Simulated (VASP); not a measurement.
Data:

```
Tl
1.0
    1.71798    -2.97563     0.00000
    1.71798     2.97563     0.00000
    0.00000     0.00000     5.56232
Tl
2
Direct
  0.33333   0.66667   0.25000
  0.66667   0.33333   0.75000
```

These are PBEsol GGA, VASP's PBE PAW potentials (set 64) (plane waves; VASP 6.6.1) values and carry that method's errors. Settings: 480 eV cut-off, 12×12×6 Γ-centred mesh, first-order Methfessel-Paxton smearing of 0.10 eV, potentials Tl_d.

Each row applies one change to this cell, which was relaxed at other settings and keeps the small stress of the first row; at a fixed cut-off the stress holds a Pulay part, so it need not integrate to ΔE exactly. Stress is in GPa, positive when the cell is compressed.

| change | ΔE (meV/atom) | σxx | σyy | σzz | largest shear component, with its sign (GPa) | largest force (eV/Å) |
|---|---|---|---|---|---|---|
| none | 0.0 | 0.73 | 0.73 | -0.67 | 0.00 | 0.000 |
| isotropic strain of +2.0 % | 7.5 | -1.16 | -1.16 | -2.68 | 0.00 | 0.000 |
| biaxial strain of +1.0 % in the xy plane | -1.4 | -0.09 | -0.09 | -1.08 | 0.00 | 0.000 |
| atom 2 (Tl) moved by -0.200 Å along z | 29.9 | 1.14 | 1.14 | 0.18 | 0.00 | 0.592 |
| atom 1 (Tl) moved by 0.050 Å along x | 0.2 | 0.71 | 0.73 | -0.65 | 0.08 | 0.013 |
| atom 2 (Tl) moved by 0.050 Å along y | 0.2 | 0.65 | 0.80 | -0.65 | 0.00 | 0.013 |
| atom 1 (Tl) moved by 0.200 Å along y | 2.3 | 1.01 | 0.16 | -0.47 | 0.00 | 0.041 |
| atom 2 (Tl) moved by 0.200 Å along z | 29.9 | 1.14 | 1.14 | 0.18 | 0.00 | 0.592 |

Failed runs are left out, and for metals the shear rows, which the mesh's noise covers.

The compound is Tl in the hcp structure.
